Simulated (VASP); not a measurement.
Here is the system:

```
CELL_PARAMETERS angstrom
      0.00000     2.18723     2.18723
      2.18723     0.00000     2.18723
      2.18723     2.18723     0.00000
ATOMIC_POSITIONS crystal
  Si 0.00000 0.00000 0.00000
  C  0.25000 0.25000 0.25000
```

Method: LDA (Ceperley-Alder, Perdew-Zunger), VASP's LDA PAW potentials (set 64) (plane waves; VASP 6.6.1). Run with 520 eV cut-off, 10×10×10 Γ-centred mesh, Gaussian smearing of 0.050 eV, potentials Si C.

Task: Estimate the energy per atom (σ→0), pressure, band gap (on the k-mesh) with the smallest direct gap where there is one.

Result: 
| Quantity | Value |
|---|---|
| band gap (on the k-mesh) | 1.31 eV |
| smallest direct gap (on the k-mesh) | 4.49 eV |
| energy per atom (σ→0) | -8.315 eV/atom |
| pressure | -6.39 GPa |

Only differences to runs with the same potentials and settings are physical.

The compound is SiC in the zinc blende structure. This cell is one point of a volume scan, at 1.03 of the reference volume.
